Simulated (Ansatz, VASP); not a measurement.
**ScF3: VASP beside Ansatz**

INCAR

```
ALGO = Normal ; EDIFF = 1E-8
ENCUT = 520 ; ISIF = 2
ISMEAR = -1 ; LASPH = T
LCHARG = F ; LEFG = T
LREAL = F ; LWAVE = F
NBANDS = 24 ; NELM = 60
PREC = Accurate ; SIGMA = 0.02
```

The input KPOINTS:

```
k-points
0
Gamma
  6 6 6
```

The input POSCAR:

```
ScF3
1.0
    4.0124500000      0.0000000000      0.0000000000
    0.0000000000      4.0124500000      0.0000000000
    0.0000000000      0.0000000000      4.0124500000
Sc F
1 3
Direct
    0.0000000000      0.0000000000      0.0000000000
    0.5000000000      0.0000000000      0.0000000000
    0.0000000000      0.5000000000      0.0000000000
    0.0000000000      0.0000000000      0.5000000000
```

Input for Ansatz:

```yaml
crystal:
  lattice:
    - [4.01245, 0.0, 0.0]
    - [0.0, 4.01245, 0.0]
    - [0.0, 0.0, 4.01245]
  atoms:
    - { symbol: Sc, position: [0.0, 0.0, 0.0] }
    - { symbol: F, position: [0.5, 0.0, 0.0] }
    - { symbol: F, position: [0.0, 0.5, 0.0] }
    - { symbol: F, position: [0.0, 0.0, 0.5] }
kpoints:
  mp_grid: { grid: [6, 6, 6] }
  band_path:
    path:
      - [0.0, 0.0, 0.0]
      - [0.0, 0.5, 0.0]
      - [0.5, 0.5, 0.0]
      - [0.0, 0.0, 0.0]
      - [0.5, 0.5, 0.5]
      - [0.0, 0.5, 0.0]
      - [0.5, 0.5, 0.5]
      - [0.5, 0.5, 0.0]
    npoints: 8
scf:
  occupations: { method: fermi_dirac, width: 0.02 }
hamiltonian:
  xc: lda
  pseudopotentials: { kind: all_electron, datasets: crystal }
output:
  forces: true
  stress: true
  eigenvalues: true
  efg: { contact_densities: true }
```

Alike in both runs: task electric field gradients; functional LDA; k mesh 6 × 6 × 6; occupations fermi-dirac, width 0.02 eV; no spin polarisation.

```csv
,VASP,Ansatz
version,VASP 6.6.1,Ansatz 0.2.0
potentials or method,"VASP PAW LDA potentials, release 64 (Sc_sv, F)","all-electron PAW with datasets made for the crystal, scalar-relativistic"
plane-wave cutoff (eV),520,see its input
```

VASP gave:

- gap on the k mesh at the Fermi level (eV): 6.18
- pressure (GPa): -2.3
- Vzz of the field gradient on the site that differs most (V/Å²): 55.7

Which values does Ansatz return?

gap on the k mesh at the Fermi level (eV): 6.21; pressure (GPa): -2.9; Vzz of the field gradient on the site that differs most (V/Å²): 56.9.

Ansatz ran all-electron here, so the differences hold the error of VASP's frozen core and of both bases.

A k mesh can miss the band edges.
